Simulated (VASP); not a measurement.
All values below come from PBE GGA + U (Dudarev), VASP's PBE PAW potentials (set 64) (plane waves; VASP).

VASP input:

File POSCAR:
```
WSi2
7.830
 -0.2049808429   0.2049808429   0.5000000000
  0.2049808429  -0.2049808429   0.5000000000
  0.2049808429   0.2049808429  -0.5000000000
Si W
2 1
Direct
  0.6650000000   0.6650000000   0.0000000000
  0.3350000000   0.3350000000   0.0000000000
  0.0000000000   0.0000000000   0.0000000000
```

**INCAR**
```
SYSTEM = WSi2
PREC = Accurate; ENCUT = 400; LREAL = .FALSE.
LASPH = .TRUE.
EDIFF = 1E-6; NELM = 100; ALGO = Normal
LMAXMIX = 6
ISMEAR = 1; SIGMA = 0.1
GGA = PE
LDAUL = -1 2
LDAUU = 0 8.0
LDAUJ = 0 0
LDAU = .TRUE.; LDAUTYPE = 2; LDAUPRINT = 1
ISIF = 2
LWAVE = .FALSE.; LCHARG = .FALSE.; LORBIT = 10
```

### KPOINTS
```
Automatic mesh
0
Gamma
12 12 12
0 0 0
```

POTCAR, in this order: Si W_sv (PBE.64 set). Program: vasp_std.

Output

### OSZICAR
```
       N       E                     dE             d eps       ncg     rms          rms(c)
DAV:   1     0.116520526340E+03    0.11652E+03   -0.96078E+03  4898   0.123E+03
DAV:   2    -0.137475165737E+02   -0.13027E+03   -0.12854E+03  5681   0.319E+02
DAV:   3    -0.171296752989E+02   -0.33822E+01   -0.33293E+01  6598   0.464E+01
DAV:   4    -0.171521728486E+02   -0.22498E-01   -0.22468E-01  5548   0.442E+00
DAV:   5    -0.171524650484E+02   -0.29220E-03   -0.29218E-03  6647   0.488E-01    0.247E+01
DAV:   6    -0.157912845986E+02    0.13612E+01   -0.78516E+00  5919   0.213E+01    0.703E+00
DAV:   7    -0.157901801644E+02    0.11044E-02   -0.23851E-01  5926   0.350E+00    0.375E+00
DAV:   8    -0.158165353503E+02   -0.26355E-01   -0.12644E-01  6353   0.193E+00    0.437E-01
DAV:   9    -0.158247156635E+02   -0.81803E-02   -0.10502E-02  6165   0.603E-01    0.322E-01
DAV:  10    -0.158324171837E+02   -0.77015E-02   -0.20413E-02  5954   0.739E-01    0.103E-01
DAV:  11    -0.158329773196E+02   -0.56014E-03   -0.15922E-03  6402   0.208E-01    0.538E-02
DAV:  12    -0.158330889532E+02   -0.11163E-03   -0.26580E-04  6017   0.816E-02    0.239E-02
DAV:  13    -0.158331208237E+02   -0.31871E-04   -0.14722E-04  6150   0.591E-02    0.894E-03
DAV:  14    -0.158331249810E+02   -0.41573E-05   -0.13863E-05  6158   0.212E-02    0.607E-03
DAV:  15    -0.158331254714E+02   -0.49045E-06   -0.10098E-06  3250   0.577E-03
   1 F= -.15833125E+02 E0= -.15833000E+02  d E =-.377700E-03
```

**OUTCAR**
```
------------------------ aborting loop because EDIFF is reached ----------------------------------------
  FORCE on cell =-STRESS in cart. coord.  units (eV):
  Direction    XX          YY          ZZ          XY          YZ          ZX
  --------------------------------------------------------------------------------------
  Total        3.1542213      3.1542213      2.9262861      0.0000000      0.0000000     -0.0000000
  in kB      125.2739913    125.2739913    116.2212499      0.0000000      0.0000000     -0.0000000
  external PRESSURE =     122.2564108 kB  Pullay stress =       0.0000000 kB
  volume of cell :       40.34
      direct lattice vectors                 reciprocal lattice vectors
    -1.605000000  1.605000000  3.915000000     0.000000000  0.311526480  0.127713921
     1.605000000 -1.605000000  3.915000000     0.311526480  0.000000000  0.127713921
     1.605000000  1.605000000 -3.915000000     0.311526480  0.311526480  0.000000000
 POSITION                                       TOTAL-FORCE (eV/Angst)
 -----------------------------------------------------------------------------------
      0.00000      0.00000      5.20695        -0.000000     -0.000000     -0.008542
      0.00000      0.00000      2.62305        -0.000000     -0.000000      0.008542
      0.00000      0.00000      0.00000         0.000000      0.000000      0.000000
 -----------------------------------------------------------------------------------
    total drift:                                0.000000      0.000000     -0.000000
  FREE ENERGIE OF THE ION-ELECTRON SYSTEM (eV)
  ---------------------------------------------------
  free  energy   TOTEN  =       -15.8331254714 eV

  energy  without entropy=      -15.8327477717  energy(sigma->0) =      -15.83299957

 total charge

# of ion       s       p       d       tot
------------------------------------------
    1        0.739   0.905   0.000   1.644
    2        0.739   0.905   0.000   1.644
    3        2.337   6.336   3.406  12.078
--------------------------------------------------
tot          3.815   8.145   3.406  15.366
```
(Selected blocks of OUTCAR.)

File OUTCAR:
```
 val. band max:       12.2629586977   @ k =  -0.1667  -0.2500   0.1667

 cond. band min:      12.3143682120   @ k =  -0.4167  -0.4167   0.3333


 Fermi energy:        12.2785865256

 k-point     1 :       0.0000    0.0000    0.0000
  band No.  band energies     occupation
      1     -62.5230      2.00000
      2     -26.7225      2.00000
      3     -26.7160      2.00000
      4     -26.7160      2.00000
      5      -2.0227      2.00000
      6       5.5116      2.00000
      7       8.3188      2.00000
      8       9.3571      2.00000
      9       9.3571      2.00000
     10       9.7881      2.00000
     11      12.7446     -0.00000
     12      14.8585      0.00000
     13      15.0552      0.00000
     14      15.0907      0.00000
     15      15.0907      0.00000

 k-point     2 :       0.0833    0.0000    0.0000
  band No.  band energies     occupation
      1     -62.5225      2.00000
      2     -26.7304      2.00000
      3     -26.7214      2.00000
      4     -26.7147      2.00000
      5      -1.8890      2.00000
      6       5.4989      2.00000
      7       8.0033      2.00000
      8       9.4138      2.00000
      9       9.4457      2.00000
     10       9.7741      2.00000
     11      12.2275      1.75157
     12      14.4753      0.00000
     13      14.8035      0.00000
     14      15.4603      0.00000
     15      15.6904      0.00000

 k-point     3 :       0.1667   -0.0000    0.0000
  band No.  band energies     occupation
      1     -62.5211      2.00000
      2     -26.7696      2.00000
      3     -26.7184      2.00000
      4     -26.7111      2.00000
      5      -1.4943      2.00000
      6       5.4108      2.00000
      7       7.3669      2.00000
      8       9.2160      2.00000
      9       9.6946      2.00000
     10       9.8627      2.00000
     11      11.3781      2.00000
     12      13.7957     -0.00000
     13      14.5529      0.00000
     14      16.3408      0.00000
     15      16.5213      0.00000
...
```

Unless said otherwise, spin-orbit coupling is left out, though it shifts the bands of the heavy elements here.

The compound is WSi2 in the MoSi2 type structure. The cell was not relaxed at this level. The run is one of a series of settings (LDAU = .TRUE., LDAUJ = 0 0, LDAUL = -1 2, LDAUTYPE = 2, LDAUU = 0 8.0 against the base run), some of them coarse on purpose.
